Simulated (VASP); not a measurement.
These are r2SCAN meta-GGA, VASP's PBE PAW potentials (set 64) (plane waves; VASP) values and carry that method's errors.

A VASP calculation is set up with these files.

### INCAR
```
SYSTEM = CdS
NELM = 100
ISMEAR = 0
ENCUT = 480   # plane-wave cut-off (eV)
PREC = Accurate
LMAXMIX = 4   # l cut-off of mixed one-centre charges
ALGO = Normal
LCHARG = F
LREAL = F   # projection in real space or not
SIGMA = 0.05   # width (eV)
METAGGA = R2SCAN
LMIXTAU = T
LASPH = T
LWAVE = F
EDIFF = 1E-7   # SCF stop (eV)
ISIF = 2   # forces and stress, cell fixed
```

File POSCAR:
```
CdS
1
    0.0000000000     2.9367531383     2.9367531383
    2.9367531383     0.0000000000     2.9367531383
    2.9367531383     2.9367531383     0.0000000000
Cd S
1 1
Direct
  0.0000000000   0.0000000000   0.0000000000
  0.2500000000   0.2500000000   0.2500000000
```

KPOINTS:
```
kpoints
0
G
 8 8 8
```

POTCAR, in this order: Cd S (PBE.64 set). Program: vasp_std.

Q: Predict the energy per atom (σ→0), band gap (on the k-mesh).

A: 
* **energy per atom (σ→0)**: -14.843 eV/atom
* **band gap (on the k-mesh)**: 1.54 eV

OSZICAR:
```
...
DAV:  13    -0.296851864337E+02   -0.97021E-03   -0.11518E-03   754   0.389E-01    0.309E-02
DAV:  14    -0.296853321480E+02   -0.14571E-03   -0.42646E-05   839   0.604E-02    0.563E-03
DAV:  15    -0.296853553249E+02   -0.23177E-04   -0.11120E-05   804   0.330E-02    0.456E-03
DAV:  16    -0.296853581854E+02   -0.28605E-05   -0.41970E-06   764   0.205E-02    0.415E-03
DAV:  17    -0.296853587801E+02   -0.59468E-06   -0.41136E-07   794   0.723E-03    0.297E-03
DAV:  18    -0.296853590106E+02   -0.23045E-06   -0.47761E-07   774   0.908E-03    0.733E-04
DAV:  19    -0.296853589453E+02    0.65274E-07   -0.17742E-07   700   0.423E-03
   1 F= -.29685359E+02 E0= -.29685359E+02  d E =-.157465E-12
```

The compound is CdS in the zinc blende structure, a metastable form; wurtzite is the usual one. It was relaxed first.
